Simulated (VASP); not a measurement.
Here is the system:

```
Dy
1.0
    1.77667    -3.07728     0.00000
    1.77667     3.07728     0.00000
    0.00000     0.00000     5.50680
Dy
2
Cartesian
  1.77667   1.02576   1.37670
  1.77667  -1.02576   4.13010
```

Calculation: PBEsol GGA, VASP's PBE PAW potentials (set 64) (plane waves; VASP). Settings: 400 eV cut-off, 13×13×8 Γ-centred mesh, tetrahedra with Blöchl corrections, potentials Dy_3.

The 4f electrons are frozen in the core of the lanthanide potential, so 4f levels, which can set the real gap, and their magnetism are missing.

**Question.** What does the run give for the energy per atom (σ→0), band gap (on the k-mesh) with the smallest direct gap where there is one?

**Answer.** 
```
Quantity                                                     Value
------------------------  ----------------------------------------
band gap (on the k-mesh)  none (metal, semimetal or under 0.01 eV)
energy per atom (σ→0)                               -4964 meV/atom
```

The compound is Dy in the hcp structure. It was relaxed first.
